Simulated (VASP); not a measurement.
Data:

```cif
data_Li2
_chemical_formula_sum 'Li2'
_space_group_name_H-M_alt 'Im-3m'
_space_group_IT_number 229
_space_group_name_Hall '-I 4 2 3'
_cell_length_a 3.45010
_cell_length_b 3.45010
_cell_length_c 3.45010
_cell_angle_alpha 90.000
_cell_angle_beta 90.000
_cell_angle_gamma 90.000
loop_
_atom_site_label
_atom_site_type_symbol
_atom_site_symmetry_multiplicity
_atom_site_Wyckoff_symbol
_atom_site_fract_x
_atom_site_fract_y
_atom_site_fract_z
_atom_site_occupancy
Li1 Li 2 a 0.00000 0.00000 0.00000 1
```
(The calculation used a cell of 1 atom; values per cell refer to that cell.)

Calculation: optB86b-vdW, VASP's PBE PAW potentials (set 64) (plane waves; VASP). Run with 520 eV cut-off, 15×15×15 Γ-centred mesh, first-order Methfessel-Paxton smearing of 0.10 eV, potentials Li_sv.

Give the energy at these volumes per atom, relative to the lowest: 19.13, 19.74, 20.35, 20.96, 21.57 Å³.

4.4, 1.3, 0.0, 0.3, 2.0 meV/atom. A third-order Birch-Murnaghan fit gives B0 = 13.3 GPa and B0′ = 3.7.

Measured: bulk modulus 13.8 GPa at 0 K (computed value off by -3.3 %), as given by H. Levämäki et al., Physical Review B (2014), arXiv:1402.3671 [corrected for temperature and zero-point phonon effects]; a 3.449 Å at 0 K (computed value off by +0.0 %), as given by Gábor I. Csonka et al., Physical Review B (2009), arXiv:0903.4037 [low-temperature or extrapolated to 0 K; zero-point anharmonic expansion removed].

The compound is Li in the bcc structure. It was relaxed first.
